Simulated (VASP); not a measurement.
# Lattice vibrations of Zn2Re, part 2 of 3

Aim: the phonon dispersion and thermal properties of Zn2Re. The cell is invented: other elements were put on sites of a known structure type. It may not be a known or stable phase.

VASP 6.6.1; LDA; plane waves and PAW (Zn, Re); invented cell.

So far. Step 2 (Relax the host): The run ended after 4 ionic steps, 0.533 eV below its first step, once forces and stress met EDIFFG = -0.02. Step 3 (Tight relaxation): The start already met the threshold, so nothing moved.

## (4) Force constants in the supercell

System of this step: Zn2Re. It takes space group Fm-3m (No. 225, cubic). The conventional cell has a = 5.815 Å, b = 5.815 Å, c = 5.815 Å, α = 90.00°, β = 90.00°, γ = 90.00°. Zn has 4 Re at 2.52 Å nearest. Nearest to Re lie 8 Zn at 2.52 Å. Farther neighbours are not listed.

Each independent atom is moved by 0.015 Å both ways; the forces give the force constants out to half the supercell.

INCAR reads:

```
SYSTEM = Zn2Re
PREC = Accurate
ENCUT = 350
EDIFF = 1E-07
NELM = 120
ISMEAR = 1
SIGMA = 0.2
LREAL = .FALSE.
ALGO = Fast
GGA = CA
NBANDS = 153
LWAVE = .FALSE.
LCHARG = .FALSE.
KPAR = 4
IBRION = 6
NSW = 1
NFREE = 2
POTIM = 0.015
ISIF = 0
ADDGRID = .TRUE.
```

POSCAR reads:

```
Zn2Re
1.0
    0.0000000000      5.8146604314      5.8146604314
    5.8146604314      0.0000000000      5.8146604314
    5.8146604314      5.8146604314      0.0000000000
Zn Re
16 8
Direct
    0.1250000000      0.1250000000      0.1250000000
    0.1250000000      0.1250000000      0.6250000000
    0.1250000000      0.6250000000      0.1250000000
    0.1250000000      0.6250000000      0.6250000000
    0.6250000000      0.1250000000      0.1250000000
    0.6250000000      0.1250000000      0.6250000000
    0.6250000000      0.6250000000      0.1250000000
    0.6250000000      0.6250000000      0.6250000000
    0.3750000000      0.3750000000      0.3750000000
    0.3750000000      0.3750000000      0.8750000000
    0.3750000000      0.8750000000      0.3750000000
    0.3750000000      0.8750000000      0.8750000000
    0.8750000000      0.3750000000      0.3750000000
    0.8750000000      0.3750000000      0.8750000000
    0.8750000000      0.8750000000      0.3750000000
    0.8750000000      0.8750000000      0.8750000000
    0.0000000000      0.0000000000      0.0000000000
    0.0000000000      0.0000000000      0.5000000000
    0.0000000000      0.5000000000      0.0000000000
    0.0000000000      0.5000000000      0.5000000000
    0.5000000000      0.0000000000      0.0000000000
    0.5000000000      0.0000000000      0.5000000000
    0.5000000000      0.5000000000      0.0000000000
    0.5000000000      0.5000000000      0.5000000000
```

KPOINTS reads:

```
Automatic mesh
0
Gamma
5 5 5
0 0 0
```

The projector-augmented-wave data sets are Zn and Re (LDA family, release 64).

Started as:

```sh
mpirun -np 4 vasp_std
```

Log:

```text
[banner, memory and clock lines left out]
running    4 mpi-ranks, on    1 nodes
 distrk:  each k-point on    1 cores,    4 groups
 distr:  one band on    1 cores,    1 groups

 POSCAR found type information on POSCAR ZnRe
 POSCAR found :  2 types and      24 ions
|                                                                             |
|               ----> ADVICE to this user running VASP <----                  |
|                                                                             |
|     You have a (more or less) 'large supercell' and for larger cells it     |
|     might be more efficient to use real-space projection operators.         |
|     Therefore, try LREAL= Auto in the INCAR file.                           |
|     Mind: For very accurate calculation, you might also keep the            |
|     reciprocal projection scheme (i.e. LREAL=.FALSE.).                      |
|                                                                             |

 LDA part: xc-table for (Slater(with rela. corr.)+CA(PZ))
 , standard interpolation
 POSCAR, INCAR and KPOINTS ok, starting setup
 FFT: planning ... GRIDC
 FFT: planning ... GRID_SOFT
 FFT: planning ... GRID
 WAVECAR not read
 entering main loop
       N       E                     dE             d eps       ncg     rms          rms(c)
DAV:   1     0.217055369235E+04    0.21706E+04   -0.82751E+04  3084   0.178E+03
DAV:   2     0.194533717087E+03   -0.19760E+04   -0.19135E+04  4412   0.651E+02
DAV:   3    -0.889512950949E+02   -0.28349E+03   -0.26340E+03  4590   0.237E+02
DAV:   4    -0.117661431420E+03   -0.28710E+02   -0.24655E+02  5088   0.633E+01
DAV:   5    -0.119840252452E+03   -0.21788E+01   -0.19533E+01  4976   0.186E+01    0.592E+01
RMM:   6    -0.114816573143E+03    0.50237E+01   -0.19691E+01  3845   0.209E+01    0.225E+01
RMM:   7    -0.114523737182E+03    0.29284E+00   -0.21567E+00  3906   0.694E+00    0.954E+00
RMM:   8    -0.114401573769E+03    0.12216E+00   -0.78696E-01  3677   0.316E+00    0.477E+00
RMM:   9    -0.114387885760E+03    0.13688E-01   -0.16763E-01  4192   0.228E+00    0.107E+00
RMM:  10    -0.114391257779E+03   -0.33720E-02   -0.51200E-02  3999   0.645E-01    0.510E-01
RMM:  11    -0.114390925645E+03    0.33213E-03   -0.89140E-03  4370   0.297E-01    0.358E-01
RMM:  12    -0.114390878634E+03    0.47011E-04   -0.34082E-03  4259   0.143E-01    0.110E-01
RMM:  13    -0.114390965387E+03   -0.86753E-04   -0.11118E-03  4174   0.614E-02    0.128E-02
RMM:  14    -0.114391009418E+03   -0.44031E-04   -0.52085E-04  4473   0.253E-02    0.177E-02
RMM:  15    -0.114391028847E+03   -0.19430E-04   -0.22360E-04  3660   0.130E-02    0.154E-02
RMM:  16    -0.114391038960E+03   -0.10113E-04   -0.11459E-04  3439   0.107E-02    0.649E-03
RMM:  17    -0.114391043615E+03   -0.46550E-05   -0.53642E-05  2851   0.687E-03    0.386E-03
RMM:  18    -0.114391046290E+03   -0.26740E-05   -0.29728E-05  2425   0.441E-03    0.388E-03
RMM:  19    -0.114391047589E+03   -0.12998E-05   -0.14675E-05  2315   0.333E-03    0.377E-03
WARNING in EDDRMM: call to ZHEGV failed, returncode =   8  4    115
RMM:  20    -0.114391048327E+03   -0.73715E-06   -0.81414E-06  2277   0.280E-03    0.368E-03
RMM:  21    -0.114391048701E+03   -0.37448E-06   -0.41676E-06  2213   0.175E-03    0.367E-03
WARNING in EDDRMM: call to ZHEGV failed, returncode =   8  4    111
RMM:  22    -0.114391048909E+03   -0.20803E-06   -0.22865E-06  2171   0.155E-03    0.355E-03
RMM:  23    -0.114391049022E+03   -0.11250E-06   -0.12293E-06  2131   0.105E-03    0.357E-03
RMM:  24    -0.114391049082E+03   -0.60601E-07   -0.67073E-07  2007   0.786E-04
   1 F= -.11439105E+03 E0= -.11431200E+03  d E =-.237133E+00
 Found     2 degrees of freedom:
 Finite differences POTIM= 0.01500 DOF=   2
 bond charge predicted
       N       E                     dE             d eps       ncg     rms          rms(c)
DAV:   1    -0.114389193137E+03    0.18559E-02   -0.11087E+00  8610   0.287E+00    0.132E-01
RMM:   2    -0.114394952940E+03   -0.57598E-02   -0.97489E-03  9903   0.800E-01    0.736E-01
RMM:   3    -0.114390400434E+03    0.45525E-02   -0.53402E-03  9367   0.263E-01    0.857E-02
RMM:   4    -0.114390413321E+03   -0.12888E-04   -0.97457E-04 11899   0.144E-01    0.126E-01
RMM:   5    -0.114390339748E+03    0.73574E-04   -0.87136E-05 11635   0.285E-02    0.909E-02
RMM:   6    -0.114390340733E+03   -0.98565E-06   -0.17181E-05 11561   0.103E-02    0.951E-02
RMM:   7    -0.114390332155E+03    0.85787E-05   -0.36401E-05 11635   0.168E-02    0.433E-02
RMM:   8    -0.114390342052E+03   -0.98973E-05   -0.16281E-05 11290   0.136E-02    0.496E-02
RMM:   9    -0.114390321889E+03    0.20162E-04   -0.57602E-06 10469   0.977E-03    0.195E-02
RMM:  10    -0.114390320197E+03    0.16920E-05   -0.12551E-06  8198   0.548E-03    0.156E-02
RMM:  11    -0.114390319354E+03    0.84348E-06   -0.37162E-07  6296   0.266E-03    0.129E-02
RMM:  12    -0.114390318590E+03    0.76447E-06   -0.43183E-07  6510   0.272E-03    0.844E-03
RMM:  13    -0.114390318260E+03    0.32936E-06   -0.42996E-07  6485   0.298E-03    0.483E-03
RMM:  14    -0.114390318248E+03    0.12340E-07   -0.14062E-07  5099   0.234E-03
   2 F= -.11439032E+03 E0= -.11431128E+03  d E =-.237105E+00
[...]
WARNING in EDDRMM: call to ZHEGV failed, returncode =   8  4    126
WARNING in EDDRMM: call to ZHEGV failed, returncode =   8  4    131
WARNING in EDDRMM: call to ZHEGV failed, returncode =   8  4    124
WARNING in EDDRMM: call to ZHEGV failed, returncode =   8  4    131
WARNING in EDDRMM: call to ZHEGV failed, returncode =   8  4    125
WARNING in EDDRMM: call to ZHEGV failed, returncode =   8  4    126
WARNING in EDDRMM: call to ZHEGV failed, returncode =   8  4    122
[...]
3 F= -.11439032E+03 E0= -.11431128E+03  d E =-.237106E+00
[...]
WARNING in EDDRMM: call to ZHEGV failed, returncode =   8  4    119
WARNING in EDDRMM: call to ZHEGV failed, returncode =   8  4    125
[...]
WARNING in EDDRMM: call to ZHEGV failed, returncode =   8  4    122
[...]
4 F= -.11438975E+03 E0= -.11431073E+03  d E =-.237054E+00
 Finite differences progress:
  Degree of freedom:   2/  2
  Displacement:        1/  2
  Total:               3/  4
 bond charge predicted
       N       E                     dE             d eps       ncg     rms          rms(c)
DAV:   1    -0.114382045908E+03    0.77038E-02   -0.27281E+00  5870   0.282E+00    0.525E-01
RMM:   2    -0.114387210123E+03   -0.51642E-02   -0.52384E-02  7144   0.130E+00    0.299E-01
RMM:   3    -0.114392519118E+03   -0.53090E-02   -0.31421E-02  7725   0.347E-01    0.588E-01
RMM:   4    -0.114390078044E+03    0.24411E-02   -0.46860E-03  7884   0.146E-01    0.186E-01
RMM:   5    -0.114390024915E+03    0.53129E-04   -0.98241E-04  8011   0.606E-02    0.172E-01
RMM:   6    -0.114389907468E+03    0.11745E-03   -0.30638E-04  7818   0.314E-02    0.135E-01
RMM:   7    -0.114389752846E+03    0.15462E-03   -0.55633E-04  7645   0.582E-02    0.284E-02
RMM:   8    -0.114389757790E+03   -0.49441E-05   -0.65012E-05  7773   0.229E-02    0.237E-02
RMM:   9    -0.114389757905E+03   -0.11505E-06   -0.18759E-05  7116   0.969E-03    0.236E-02
RMM:  10    -0.114389751256E+03    0.66487E-05   -0.97328E-06  6470   0.970E-03    0.120E-02
RMM:  11    -0.114389749893E+03    0.13634E-05   -0.56966E-06  5975   0.598E-03    0.657E-03
RMM:  12    -0.114389749799E+03    0.93471E-07   -0.16834E-06  4705   0.405E-03    0.464E-03
WARNING in EDDRMM: call to ZHEGV failed, returncode =   8  4    122
RMM:  13    -0.114389749750E+03    0.49164E-07   -0.99091E-07  4420   0.337E-03
   5 F= -.11438975E+03 E0= -.11431073E+03  d E =-.237054E+00
 Finite differences progress:
  Degree of freedom:   2/  2
  Displacement:        2/  2
  Total:               4/  4
```

Run time: 42 min. Hardware: 4 MPI ranks of Intel Xeon Platinum 8488C (Sapphire Rapids), shared host; peak memory 4.7 GiB.

(Part 2 of 3 ends here.)

[Lines on the potential files, build, host, timing and source positions are cut from VASP's logs without a mark.]

[Logs are printed without paths, hosts, clocks, repeated set-up lines and the standing remarks that a program may print on its own settings, such as how far it seeks lower states.]

[Hosts, paths, dates, database ids (printed as entryN), source tags and the programs' standing remarks are cut or masked in the printed files.]

[Runs that stopped without an error message from VASP are left out.]
